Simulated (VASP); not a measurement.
All values below come from PBE GGA with D3 dispersion (Becke-Johnson damping), VASP's PBE PAW potentials (set 64) (plane waves; VASP).

A VASP calculation is set up with these files.

File POSCAR:
```
CdS
1.0
  0.0000000000   2.9319969917   2.9319969917
  2.9319969917   0.0000000000   2.9319969917
  2.9319969917   2.9319969917   0.0000000000
Cd S
1 1
direct
  0.0000000000   0.0000000000   0.0000000000
  0.2500000000   0.2500000000   0.2500000000
```

### INCAR
```
SYSTEM = CdS
PREC = Accurate
ENCUT = 520
EDIFF = 1E-7
NELM = 100
ALGO = Normal
LREAL = .FALSE.
LASPH = .TRUE.
ISMEAR = -5
GGA = PE
IVDW = 12
LMAXMIX = 4
LWAVE = .FALSE.
LCHARG = .TRUE.
LORBIT = 11
NEDOS = 601
ISIF = 2
```

**KPOINTS**
```
kpoints
0
Gamma
  9 9 9
0 0 0
```

POTCAR, in this order: Cd S (PBE.64 set). Program: vasp_std.

The run wrote:

### OSZICAR
```
       N       E                     dE             d eps       ncg     rms          rms(c)
DAV:   1     0.114367148726E+03    0.11437E+03   -0.92023E+03   910   0.126E+03
DAV:   2    -0.149796411830E+01   -0.11587E+03   -0.11107E+03  1045   0.300E+02
DAV:   3    -0.664258382090E+01   -0.51446E+01   -0.51298E+01  1090   0.662E+01
DAV:   4    -0.668083506327E+01   -0.38251E-01   -0.38245E-01  1040   0.568E+00
DAV:   5    -0.668139273677E+01   -0.55767E-03   -0.55767E-03  1080   0.663E-01    0.813E+00
DAV:   6    -0.615300730447E+01    0.52839E+00   -0.10549E+00  1265   0.141E+01    0.642E+00
DAV:   7    -0.613464326828E+01    0.18364E-01   -0.21362E-01   955   0.370E+00    0.319E+00
DAV:   8    -0.613487493992E+01   -0.23167E-03   -0.20760E-02   970   0.219E+00    0.301E-01
DAV:   9    -0.613466887803E+01    0.20606E-03   -0.28754E-03  1065   0.898E-01    0.768E-02
DAV:  10    -0.613481956006E+01   -0.15068E-03   -0.30201E-04   950   0.184E-01    0.784E-02
DAV:  11    -0.613489962233E+01   -0.80062E-04   -0.12025E-04   943   0.123E-01    0.200E-02
DAV:  12    -0.613489082866E+01    0.87937E-05   -0.49686E-05  1065   0.101E-01    0.851E-03
DAV:  13    -0.613489202068E+01   -0.11920E-05   -0.50523E-06   915   0.175E-02    0.636E-03
DAV:  14    -0.613489195821E+01    0.62464E-07   -0.10871E-07   800   0.294E-03
   1 F= -.67372797E+01 E0= -.67372797E+01  d E =0.000000E+00
```

OUTCAR:
```
------------------------ aborting loop because EDIFF is reached ----------------------------------------
 Edisp (eV)   -0.60239
  FORCE on cell =-STRESS in cart. coord.  units (eV):
  Direction    XX          YY          ZZ          XY          YZ          ZX
  --------------------------------------------------------------------------------------
  Total       0.00179     0.00179     0.00179     0.00000    -0.00000     0.00000
  in kB       0.05675     0.05675     0.05675     0.00000    -0.00000     0.00000
  external pressure =        0.06 kB  Pullay stress =        0.00 kB
  volume of cell :       50.41
      direct lattice vectors                 reciprocal lattice vectors
     0.000000000  2.931996992  2.931996992    -0.170532235  0.170532235  0.170532235
     2.931996992  0.000000000  2.931996992     0.170532235 -0.170532235  0.170532235
     2.931996992  2.931996992  0.000000000     0.170532235  0.170532235 -0.170532235
  FREE ENERGIE OF THE ION-ELECTRON SYSTEM (eV)
  ---------------------------------------------------
  free  energy   TOTEN  =        -6.7372796843 eV

  energy  without entropy=       -6.7372796843  energy(sigma->0) =       -6.73727968

 total charge

# of ion       s       p       d       tot
------------------------------------------
    1        0.424   0.318   9.564  10.306
    2        1.324   2.396   0.000   3.720
--------------------------------------------------
tot          1.747   2.714   9.564  14.026
```
(Selected blocks of OUTCAR.)

The compound is CdS in the zinc blende structure, a metastable form; wurtzite is the usual one. It was relaxed first.
